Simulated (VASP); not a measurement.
Input:

```
KBr
1.0
    0.00000     3.18982     3.18982
    3.18982     0.00000     3.18982
    3.18982     3.18982     0.00000
K Br
1 1
Direct
  0.00000   0.00000   0.00000
  0.50000   0.50000   0.50000
```

Level of theory: LDA (Ceperley-Alder, Perdew-Zunger), VASP's LDA PAW potentials (set 64) (plane waves; VASP 6.6.1). Run with 400 eV cut-off, 7×7×7 Γ-centred mesh, Gaussian smearing of 0.010 eV, potentials K_sv Br.

Problem. Give the electronic dielectric tensor ε∞ (DFPT, local fields included).

Solution. 
```
2.76  0.00  0.00
0.00  2.76  0.00
0.00  0.00  2.76
```

Problem. Give the Born effective charges.

Solution. 
| atom | Z*xx | Z*yy | Z*zz | mean |
|---|---|---|---|---|
| K1 | 1.10 | 1.10 | 1.10 | 1.10 |
| Br2 | -1.10 | -1.10 | -1.10 | -1.10 |

The structure comes from a computed database's KBr entry (Fm-3m); how it stands against other phases isn't given here. It was relaxed first, which changed the volume by -9 %.
